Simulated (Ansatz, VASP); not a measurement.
# Cross-check of KTaSe3 between VASP and Ansatz, part 2 of 2

Wanted: the spread between two codes on one cell, functional and k mesh. The cell is generated by rule, not measured, and may not be a known phase. The cell is taken from a series of runs on this material, whose earlier steps may have relaxed, scaled, displaced or heated it; both programs get it as it stands.

VASP 6.6.1 and Ansatz 0.2.0.

So far: Starting point; Ansatz: relaxation of cell and atoms, LDA, pair 1.

## Step 3: VASP: relaxation of cell and atoms, LDA, pair 1

Level of this step: LDA; plane waves and PAW (K_sv, Ta_pv, Se); invented cell (VASP).

The same cell, functional (in two slightly different forms), mesh and smearing now go to VASP, with its own data sets.

Lines of VASP's logs that name or quote its potential files are left out, and so is its time.

The input, INCAR:

```
SYSTEM = KTaSe3
PREC = Accurate
ENCUT = 500
EDIFF = 1E-07
NELM = 120
ISMEAR = 0
SIGMA = 0.1
LREAL = .FALSE.
ALGO = Normal
GGA = PW92
NBANDS = 25
LASPH = .TRUE.
LORBIT = 11
LWAVE = .FALSE.
LCHARG = .FALSE.
ISIF = 3
IBRION = 2
NSW = 80
EDIFFG = -0.005
GGA_COMPAT = .FALSE.
NELMIN = 4
KPAR = 2
```

The input, POSCAR:

```
KTaSe3
1.0
    4.9960080000      0.0000000000      0.0000000000
    0.0000000000      4.9960080000      0.0000000000
    0.0000000000      0.0000000000      4.9960080000
K Ta Se
1 1 3
Direct
    0.5000000000      0.5000000000      0.5000000000
    0.0000000000      0.0000000000      0.0000000000
    0.5000000000      0.0000000000      0.0000000000
    0.0000000000      0.5000000000      0.0000000000
    0.0000000000      0.0000000000      0.5000000000
```

The input, KPOINTS:

```
Automatic mesh
0
Gamma
6 6 6
0 0 0
```

The projector-augmented-wave data sets are K_sv, Ta_pv and Se (LDA family, release 64).

On the command line:

```
> mpirun -np 2 vasp_std
```

Numbers of over 12 decimals in the logs are rounded to 6 here.

The program printed:

```text
[banner, memory and clock lines left out]
running    2 mpi-ranks, on    1 nodes
 distrk:  each k-point on    1 cores,    2 groups
 distr:  one band on    1 cores,    1 groups

 POSCAR found type information on POSCAR K TaSe
 POSCAR found :  3 types and       5 ions
|                                                                             |
|               ----> ADVICE to this user running VASP <----                  |
|                                                                             |
|     You enforced a specific xc type in the INCAR file but a different       |
|     [... a line on the potential file left out ...]
|     I HOPE YOU KNOW WHAT YOU ARE DOING!                                     |
|                                                                             |

 LDA part: xc-table for (Slater(with rela. corr.)+PW92), standard interpolation
 POSCAR, INCAR and KPOINTS ok, starting setup
 FFT: planning ... GRIDC
 FFT: planning ... GRID_SOFT
 FFT: planning ... GRID
 WAVECAR not read
 entering main loop
       N       E                     dE             d eps       ncg     rms          rms(c)
DAV:   1     0.273831291557E+03    0.27383E+03   -0.17736E+04  1016   0.132E+03
DAV:   2    -0.127982764660E+02   -0.28663E+03   -0.28123E+03  1216   0.346E+02
DAV:   3    -0.323195320349E+02   -0.19521E+02   -0.19395E+02  1655   0.763E+01
DAV:   4    -0.326709404012E+02   -0.35141E+00   -0.35060E+00  1358   0.101E+01
DAV:   5    -0.326807852438E+02   -0.98448E-02   -0.98424E-02  1518   0.110E+00    0.170E+01
DAV:   6    -0.305974022897E+02    0.20834E+01   -0.10369E+01  1147   0.153E+01    0.700E+00
DAV:   7    -0.304242523882E+02    0.17315E+00   -0.12824E+00  1161   0.581E+00    0.499E+00
DAV:   8    -0.303627210438E+02    0.61531E-01   -0.18627E-01  1180   0.285E+00    0.467E-01
DAV:   9    -0.303617819095E+02    0.93913E-03   -0.17690E-02  1373   0.845E-01    0.247E-01
DAV:  10    -0.303617407432E+02    0.41166E-04   -0.18500E-03  1350   0.273E-01    0.751E-02
DAV:  11    -0.303616418572E+02    0.98886E-04   -0.47918E-04  1128   0.120E-01    0.296E-02
DAV:  12    -0.303616416312E+02    0.22595E-06   -0.40956E-05  1302   0.390E-02    0.469E-03
DAV:  13    -0.303616419370E+02   -0.30583E-06   -0.31839E-06  1388   0.107E-02    0.262E-03
DAV:  14    -0.303616418905E+02    0.46543E-07   -0.20649E-07   960   0.300E-03
   1 F= -.30361642E+02 E0= -.30361155E+02  d E =-.303616E+02
 curvature:   0.00 expect dE= 0.000E+00 dE for cont linesearch  0.000E+00
 trial: gam= 0.00000 g(F)=  0.000E+00 g(S)=  0.262E-02 ort = 0.000E+00 (trialstep = 0.100E+01)
 search vector abs. value=  0.262E-02
 bond charge predicted
       N       E                     dE             d eps       ncg     rms          rms(c)
DAV:   1    -0.303757795859E+02   -0.14138E-01   -0.37898E-01  1166   0.508E+00    0.881E-01
DAV:   2    -0.303650580450E+02    0.10722E-01   -0.26632E-02  1243   0.126E+00    0.326E-01
DAV:   3    -0.303622327105E+02    0.28253E-02   -0.68788E-03  1388   0.469E-01    0.181E-01
DAV:   4    -0.303619243171E+02    0.30839E-03   -0.12888E-03  1495   0.213E-01    0.131E-01
DAV:   5    -0.303619352329E+02   -0.10916E-04   -0.11813E-04  1662   0.723E-02    0.246E-02
DAV:   6    -0.303619336435E+02    0.15894E-05   -0.31121E-05  1599   0.290E-02    0.127E-02
DAV:   7    -0.303619345144E+02   -0.87093E-06   -0.26469E-06  1791   0.843E-03    0.183E-03
DAV:   8    -0.303619344860E+02    0.28448E-07   -0.11144E-07   745   0.193E-03
   2 F= -.30361934E+02 E0= -.30361415E+02  d E =-.292595E-03
 trial-energy change:   -0.000293  1 .order   -0.000290   -0.002624    0.002043
 step:   0.5623(harm=  0.5623)  dis= 0.00000  next Energy=   -30.362379 (dE=-0.738E-03)
 bond charge predicted
       N       E                     dE             d eps       ncg     rms          rms(c)
DAV:   1    -0.303650349002E+02   -0.31004E-02   -0.72538E-02  1165   0.221E+00    0.381E-01
DAV:   2    -0.303629714917E+02    0.20634E-02   -0.50327E-03  1230   0.550E-01    0.142E-01
DAV:   3    -0.303624285553E+02    0.54294E-03   -0.13308E-03  1345   0.209E-01    0.760E-02
DAV:   4    -0.303623770690E+02    0.51486E-04   -0.24560E-04  1479   0.898E-02    0.555E-02
DAV:   5    -0.303623797493E+02   -0.26802E-05   -0.21167E-05  1608   0.318E-02    0.100E-02
DAV:   6    -0.303623793870E+02    0.36226E-06   -0.63739E-06  1600   0.134E-02    0.579E-03
DAV:   7    -0.303623795672E+02   -0.18015E-06   -0.51402E-07  1686   0.364E-03    0.775E-04
DAV:   8    -0.303623795617E+02    0.54806E-08   -0.22929E-08   617   0.793E-04
   3 F= -.30362380E+02 E0= -.30361875E+02  d E =-.737671E-03
 curvature:  -0.28 expect dE=-0.435E-08 dE for cont linesearch -0.435E-08
 trial: gam= 0.00000 g(F)=  0.150E-64 g(S)=  0.155E-07 ort =-0.637E-05 (trialstep = 0.912E+00)
 search vector abs. value=  0.156E-07
 reached required accuracy - stopping structural energy minimisation
```

Parts of OUTCAR (step 3):

```text
ion  position               nearest neighbor table
   1  0.500  0.500  0.500-
   2  0.000  0.000  0.000-   3 2.50   4 2.50   5 2.50   5 2.50   4 2.50   3 2.50
   3  0.500  0.000  0.000-   2 2.50   2 2.50
   4  0.000  0.500  0.000-   2 2.50   2 2.50
   5  0.000  0.000  0.500-   2 2.50   2 2.50

  LATTYP: Found a simple cubic cell.
 ALAT       =     4.9960080000

 Subroutine GETGRP returns: Found 48 space group operations
 (whereof 48 operations were pure point group operations)

The static configuration has the point symmetry O_h .

 Found     20 irreducible k-points:

   k-points           NKPTS =     20   k-points in BZ     NKDIM =     20   number of bands    NBANDS=     25

   dimension x,y,z NGX =    36 NGY =   36 NGZ =   36
   dimension x,y,z NGXF=    72 NGYF=   72 NGZF=   72

   ENCUT  =  500.0 eV  36.75 Ry    6.06 a.u.   9.11  9.11  9.11*2*pi/ulx,y,z

   NELECT =      38.0000    total number of electrons

 k-points in reciprocal lattice and weights: Automatic mesh
   0.00000000  0.00000000  0.00000000       0.005
   0.16666667  0.00000000  0.00000000       0.028
   0.33333333  0.00000000  0.00000000       0.028
   0.50000000  0.00000000  0.00000000       0.014
   0.16666667  0.16666667  0.00000000       0.056
   0.33333333  0.16666667  0.00000000       0.111
   0.50000000  0.16666667  0.00000000       0.056
   0.33333333  0.33333333  0.00000000       0.056
   0.50000000  0.33333333  0.00000000       0.056
[...]
0.50000000  0.50000000  0.33333333       0.028
   0.50000000  0.50000000  0.50000000       0.005

 average (electrostatic) potential at core
       1 -33.6249       2 -41.4665       3 -61.1518       4 -61.1518       5 -61.1518

 E-fermi :   3.0347

 k-point     1 :       0.0000    0.0000    0.0000
  band No.  band energies     occupation
    ...
     18       2.0953      2.00000
     19       2.0953      2.00000
     20       2.5098      2.00000
     21       2.5098      2.00000
     22       2.5098      2.00000
     23       4.4685      0.00000
     24       4.4685      0.00000
     25       5.4812      0.00000

 k-point     2 :       0.1667    0.0000    0.0000
  band No.  band energies     occupation
    ...
     16       1.5255      2.00000
     17       1.5290      2.00000
     18       2.1111      2.00000
     19       2.2068      2.00000
     20       2.2068      2.00000
     21       3.3277      0.00003
     22       3.3277      0.00003
     23       4.4905      0.00000
     24       5.1069      0.00000
     25       6.0629      0.00000

 k-point     3 :       0.3333    0.0000    0.0000
  band No.  band energies     occupation
    ...
     16       0.5632      2.00000
     17       1.2203      2.00000
     18       2.1433      2.00000
     19       2.1841      2.00000
     20       2.1841      2.00000
     21       4.4407      0.00000
     22       4.4407      0.00000
     23       4.5195      0.00000
     24       5.3499      0.00000
     25       7.3875      0.00000

  Total       -0.0007311     -0.0007311     -0.0007311     -0.0000000     -0.0000000     -0.0000000
  in kB       -0.0093472     -0.0093472     -0.0093472     -0.0000000     -0.0000000     -0.0000000
  external PRESSURE =      -0.0093472 kB  Pullay stress =       0.0000000 kB

  energy-cutoff  :      500.00
  volume of cell :      125.31
      direct lattice vectors                 reciprocal lattice vectors
     5.004167742  0.000000000 -0.000000000     0.199833429  0.000000000 -0.000000000
    -0.000000000  5.004167742  0.000000000    -0.000000000  0.199833429  0.000000000
     0.000000000  0.000000000  5.004167742     0.000000000 -0.000000000  0.199833429

 POSITION                                       TOTAL-FORCE (eV/Angst)
 -----------------------------------------------------------------------------------
      2.50208      2.50208      2.50208        -0.000000      0.000000      0.000000
      0.00000      0.00000      0.00000         0.000000      0.000000      0.000000
      2.50208      0.00000     -0.00000         0.000000      0.000000      0.000000
     -0.00000      2.50208      0.00000         0.000000      0.000000      0.000000
      0.00000      0.00000      2.50208         0.000000      0.000000      0.000000
 -----------------------------------------------------------------------------------
    total drift:                                0.000000      0.000000      0.000000

  FREE ENERGIE OF THE ION-ELECTRON SYSTEM (eV)
  ---------------------------------------------------
  free  energy   TOTEN  =       -30.3623795617 eV

  energy  without entropy=      -30.3613697290  energy(sigma->0) =      -30.36187465

 reached required accuracy - stopping structural energy minimisation

 total charge
# of ion       s       p       d       tot
------------------------------------------
    1        1.953   5.553   0.030   7.535
    2        0.305   6.195   2.299   8.798
    3        1.456   2.433   0.032   3.921
    4        1.456   2.433   0.032   3.921
    5        1.456   2.433   0.032   3.921
--------------------------------------------------
tot          6.627  19.047   2.423  28.097

[... 3 further parts left out ...]
```

CONTCAR:

```
KTaSe3
   1.00000000000000
     5.0041677416942898    0.0000000000000000   -0.0000000000000000
    -0.0000000000000000    5.0041677416942898    0.0000000000000000
     0.0000000000000000    0.0000000000000000    5.0041677416942898
  K               Ta              Se
     1     1     3
Direct
     0.5000000000000000    0.5000000000000000    0.5000000000000000
     0.0000000000000000    0.0000000000000000    0.0000000000000000
     0.5000000000000000    0.0000000000000000    0.0000000000000000
     0.0000000000000000    0.5000000000000000    0.0000000000000000
     0.0000000000000000    0.0000000000000000    0.5000000000000000
```

The k-mesh is coarse for a metal.

## Step 4: Differences

Known differences besides the potentials themselves: the data sets hold 70 valence electrons in Ansatz (on its default PAW (the set named soft_2) files) and 38 in VASP; the cutoff is 420 eV in Ansatz and 500 eV in VASP; VASP's log shows a relativistic correction to its local exchange, Ansatz's none; Ansatz adds a Pulay correction to the stress that steers its cell, VASP none. Total energies have different zeros and are not compared.

Both answers:

```csv
quantity,Ansatz,VASP,difference
volume (Å³),124.90,125.31,-0.33 %
"edge a after relaxation, in the typed setting (Å)",4.999,5.004,-0.11 %
```

## Step 5: VASP: relaxation of cell and atoms, LDA, pair 2

The relaxed volume is the usual yardstick between codes: in a stiff, nearly cubic crystal its relative difference is about their pressure difference at one cell divided by the bulk modulus.

Edit INCAR of step 3 so:

```diff
@@ -5,4 +5,4 @@
 NELM = 120
-ISMEAR = 0
-SIGMA = 0.1
+ISMEAR = 1
+SIGMA = 0.15
 LREAL = .FALSE.
```

Edit POSCAR of step 3 so:

```diff
@@ -2,5 +2,5 @@
 1.0
-    4.9960080000      0.0000000000      0.0000000000
-    0.0000000000      4.9960080000      0.0000000000
-    0.0000000000      0.0000000000      4.9960080000
+    4.9987020000      0.0000000000      0.0000000000
+    0.0000000000      4.9987020000      0.0000000000
+    0.0000000000      0.0000000000      4.9987020000
 K Ta Se
```

KPOINTS is that of step 3.

On the command line:

```
> mpirun -np 2 vasp_std
```

The program printed:

```text
[banner, memory and clock lines left out]
running    2 mpi-ranks, on    1 nodes
[...]
[... a notice as in an earlier step ...]

 LDA part: xc-table for (Slater(with rela. corr.)+PW92), standard interpolation
 POSCAR, INCAR and KPOINTS ok, starting setup
[...]
entering main loop
       N       E                     dE             d eps       ncg     rms          rms(c)
DAV:   1     0.272441671853E+03    0.27244E+03   -0.17710E+04  1000   0.132E+03
DAV:   2    -0.135825390257E+02   -0.28602E+03   -0.28082E+03  1221   0.345E+02
DAV:   3    -0.323470807833E+02   -0.18765E+02   -0.18296E+02  1645   0.759E+01
DAV:   4    -0.326790710490E+02   -0.33199E+00   -0.33138E+00  1375   0.977E+00
[...]
DAV:  12    -0.303595485957E+02   -0.33974E-06   -0.25961E-05  1341   0.322E-02    0.384E-03
DAV:  13    -0.303595488609E+02   -0.26517E-06   -0.23571E-06  1373   0.852E-03    0.219E-03
DAV:  14    -0.303595488411E+02    0.19720E-07   -0.14311E-07   854   0.254E-03
   1 F= -.30359549E+02 E0= -.30362076E+02  d E =-.303595E+02
[...]
DAV:   7    -0.303596879320E+02   -0.41708E-06   -0.12313E-06  1790   0.573E-03    0.124E-03
DAV:   8    -0.303596879158E+02    0.16178E-07   -0.61050E-08   692   0.140E-03
   2 F= -.30359688E+02 E0= -.30362231E+02  d E =-.139075E-03
 trial-energy change:   -0.000139  1 .order   -0.000137   -0.001262    0.000987
 step:   0.5610(harm=  0.5610)  dis= 0.00000  next Energy=   -30.359903 (dE=-0.354E-03)
[...]
N       E                     dE             d eps       ncg     rms          rms(c)
DAV:   1    -0.303611872812E+02   -0.14993E-02   -0.35122E-02  1165   0.154E+00    0.265E-01
DAV:   2    -0.303601875667E+02    0.99971E-03   -0.24178E-03  1239   0.381E-01    0.985E-02
DAV:   3    -0.303599242198E+02    0.26335E-03   -0.64608E-04  1363   0.147E-01    0.529E-02
DAV:   4    -0.303599018894E+02    0.22330E-04   -0.11046E-04  1463   0.592E-02    0.383E-02
DAV:   5    -0.303599031130E+02   -0.12236E-05   -0.99739E-06  1649   0.216E-02    0.681E-03
DAV:   6    -0.303599029583E+02    0.15471E-06   -0.28929E-06  1592   0.913E-03    0.397E-03
DAV:   7    -0.303599030411E+02   -0.82804E-07   -0.21062E-07  1237   0.242E-03
   3 F= -.30359903E+02 E0= -.30362439E+02  d E =-.354200E-03
[...]
reached required accuracy - stopping structural energy minimisation
```

Parts of OUTCAR (step 5):

```text
  Total       -0.0007424     -0.0007424     -0.0007424     -0.0000000     -0.0000000      0.0000000
  in kB       -0.0094906     -0.0094906     -0.0094906     -0.0000000     -0.0000000      0.0000000
  external PRESSURE =      -0.0094906 kB  Pullay stress =       0.0000000 kB

 POSITION                                       TOTAL-FORCE (eV/Angst)
 -----------------------------------------------------------------------------------
      2.50218      2.50218      2.50218        -0.000000     -0.000000      0.000000
      0.00000      0.00000      0.00000         0.000000     -0.000000      0.000000
      2.50218      0.00000     -0.00000         0.000000     -0.000000      0.000000
     -0.00000      2.50218     -0.00000         0.000000      0.000000      0.000000
      0.00000     -0.00000      2.50218         0.000000     -0.000000      0.000000
 -----------------------------------------------------------------------------------
    total drift:                                0.000000      0.000000      0.000000

  FREE ENERGIE OF THE ION-ELECTRON SYSTEM (eV)
  ---------------------------------------------------
  free  energy   TOTEN  =       -30.3599030411 eV

  energy  without entropy=      -30.3675118141  energy(sigma->0) =      -30.36243930

[... 2 parts as in an earlier step ...]

[... 2 further parts left out ...]
[key lines of the parts left out:]
E-fermi :   3.1137
```

## Step 6: Ansatz: relaxation of cell and atoms, LDA, pair 2

The same cell, functional (in two slightly different forms), mesh and smearing now go to Ansatz, which takes its cutoff from its data sets.

The cell is taken from a series of runs on this material, whose earlier steps may have relaxed, scaled, displaced or heated it; both programs get it as it stands.

The input, input.yaml:

```yaml
crystal:
  lattice:
    - [4.9987021164, 0.0, 0.0]
    - [0.0, 4.9987021164, 0.0]
    - [0.0, 0.0, 4.9987021164]
  atoms:
    - { symbol: K, position: [0.5, 0.5, 0.5] }
    - { symbol: Ta, position: [0.0, 0.0, 0.0] }
    - { symbol: Se, position: [0.5, 0.0, 0.0] }
    - { symbol: Se, position: [0.0, 0.5, 0.0] }
    - { symbol: Se, position: [0.0, 0.0, 0.5] }
kpoints:
  mp_grid: { grid: [6, 6, 6] }
hamiltonian:
  xc: lda
scf:
  occupations: { method: methfessel_paxton, width: 0.15 }
output:
  forces: true
  stress: true
  eigenvalues: true
relax:
  adjacent_minimum: "off"
  f_tol: 0.001
  max_steps: 60
  cell: { stress_tol: 0.01 }
```

On the command line:

```
> ansatz run input.yaml --threads 8 --pin off --max-ram 14336MiB --backend cpu --events-out ev --progress --plain --runs-dir out
```

The program printed:

```text
[...]
Crystal: 5 atoms, lattice volume = 124.903 Å³
Basis set: ecut = 420 eV, 2469 PW (Γ)
Bands: 42, of which v1, the nominal top of the filled ones, is band 35 counted from 1 (34 counted from 0)
Symmetry: 48 space group operations
[...]
k-points: 20 of 216
[...]
--- Relaxed structure (3 steps of the walk, 3 accepted, 1 SCFs on fresh bases) ---
[...]
cell:  # Å, volume = 124.8607 Å³
    - [4.998141, 0, 0.0]
    - [0, 4.998141, 0.0]
    - [0, 0.0, 4.998141]
  atoms:
    - { symbol: K, position: [0.5, 0.5, 0.5] }
    - { symbol: Ta, position: [0, 0, 0] }
    - { symbol: Se, position: [0.5, 0, 0] }
    - { symbol: Se, position: [0, 0.5, 0] }
    - { symbol: Se, position: [0, 0, 0.5] }
[key lines of the parts left out:]
SCF converged after 5 iterations
Free energy (F): -27332.558940 eV
Fermi energy:    8.671122 eV
P = ⅓ Tr σ = 0.0000 GPa (0.000 kbar)
```

## Step 7: Differences

What differs besides the data sets and the points named for the pairs above, as far as they apply: the data sets hold 70 valence electrons in Ansatz (on its default PAW (the set named soft_2) files) and 38 in VASP. Total energies have different zeros and are not compared.

Both answers:

```
                                         quantity  Ansatz    VASP  difference
                                      volume (Å³)  124.86  125.33     -0.37 %
edge a after relaxation, in the typed setting (Å)   4.998   5.004     -0.13 %
```

## Step 8: Summary of results

| Item | Value |
| --- | --- |
| difference in volume (relaxation of cell and atoms, LDA, pair 1) | -0.33 % |
| difference in volume (relaxation of cell and atoms, LDA, pair 2) | -0.37 % |

In words: The difference in volume is -0.37 % (relaxation of cell and atoms, LDA, pair 2), within the 1.2 % picked in this series as the mark of a large difference, as far as the stopping tolerances let one tell. The data sets hold unlike numbers of valence electrons (70 in Ansatz and 38 in VASP), so part of the differences comes from the potentials. How closely two codes agree says nothing of how well the functional describes the real material.

[Lines on the potential files, build, host, timing and source positions are cut from VASP's logs without a mark.]

[Logs are printed without paths, hosts, clocks, repeated set-up lines and the standing remarks that a program may print on its own settings, such as how far it seeks lower states.]

[Hosts, paths, dates, database ids (printed as entryN), source tags and the programs' standing remarks are cut or masked in the printed files.]
